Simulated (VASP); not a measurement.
Given:

```
CELL_PARAMETERS angstrom
      0.00000     3.20790     3.20790
      3.20790     0.00000     3.20790
      3.20790     3.20790     0.00000
ATOMIC_POSITIONS crystal
  K  0.00000 0.00000 0.00000
  Cl 0.50000 0.50000 0.50000
```

Computed with PBE GGA, VASP's PBE PAW potentials (set 64) (plane waves; VASP 6.6.1). Run with 400 eV cut-off, 7×7×7 Γ-centred mesh, Gaussian smearing of 0.050 eV, potentials K_sv Cl.

Predict the energy per atom (σ→0), band gap (on the k-mesh) with the smallest direct gap where there is one.

```json
{
  "band gap (on the k-mesh)": "4.99 eV",
  "smallest direct gap (on the k-mesh)": "4.99 eV",
  "energy per atom (σ→0)": "-3.405 eV/atom"
}
```

The compound is KCl in the rock salt structure. The cell was not relaxed at this level.
